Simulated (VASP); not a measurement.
OSZICAR of a VASP run on MgS (space group P6_3mc):

**OSZICAR**
```
       N       E                     dE             d eps       ncg     rms          rms(c)
DAV:   1     0.594589447183E+02    0.59459E+02   -0.54500E+03   336   0.887E+02
DAV:   2    -0.138471915760E+02   -0.73306E+02   -0.68488E+02   496   0.150E+02
DAV:   3    -0.187565240397E+02   -0.49093E+01   -0.48927E+01   432   0.453E+01
DAV:   4    -0.188179685892E+02   -0.61445E-01   -0.61424E-01   412   0.649E+00
DAV:   5    -0.188192668873E+02   -0.12983E-02   -0.12982E-02   424   0.898E-01    0.530E+00
DAV:   6    -0.179442102140E+02    0.87506E+00   -0.18477E+00   348   0.700E+00    0.407E+00
DAV:   7    -0.178658280389E+02    0.78382E-01   -0.35340E-01   412   0.313E+00    0.275E+00
DAV:   8    -0.178710208747E+02   -0.51928E-02   -0.18169E-02   388   0.115E+00    0.879E-01
DAV:   9    -0.178703392906E+02    0.68158E-03   -0.13726E-03   424   0.280E-01    0.204E-01
DAV:  10    -0.178707360563E+02   -0.39677E-03   -0.49406E-04   380   0.153E-01    0.207E-02
DAV:  11    -0.178707538159E+02   -0.17760E-04   -0.20483E-05   420   0.314E-02    0.276E-02
DAV:  12    -0.178707547366E+02   -0.92068E-06   -0.68057E-06   392   0.147E-02
   1 F= -.17870755E+02 E0= -.17870755E+02  d E =-.178708E+02
       N       E                     dE             d eps       ncg     rms          rms(c)
DAV:   1    -0.178712499980E+02   -0.49618E-03   -0.73550E-03   400   0.564E-01    0.146E-01
DAV:   2    -0.178708568071E+02    0.39319E-03   -0.93103E-04   376   0.173E-01    0.487E-02
DAV:   3    -0.178708154083E+02    0.41399E-04   -0.19138E-04   376   0.770E-02    0.311E-02
DAV:   4    -0.178708137110E+02    0.16973E-05   -0.32722E-06   424   0.125E-02    0.278E-02
DAV:   5    -0.178708092049E+02    0.45060E-05   -0.29354E-06   344   0.111E-02    0.817E-03
DAV:   6    -0.178708092710E+02   -0.66059E-07   -0.56141E-07   204   0.445E-03
   2 F= -.17870809E+02 E0= -.17870809E+02  d E =-.545344E-04
```

**Question.** Which electronic solver shows in the log?

**Answer.** It is blocked Davidson (ALGO = Normal, or the opening steps of other solvers). The INCAR had ALGO = Normal.

**Question.** Can the final energy be trusted as converged?

**Answer.** The run converged. It stopped with EDIFF = 1E-6, NELM = 100, NSW = 60 and EDIFFG = -0.02 after 2 ionic steps (PBEsol GGA, plane waves, VASP's PBE PAW potentials (set 64)).

The structure comes from a computed database's MgS entry (P6_3mc); how it stands against other phases isn't given here. This run relaxes it. Symmetry was kept, so distortions that lower it aren't found. The start is the result of an earlier pass.
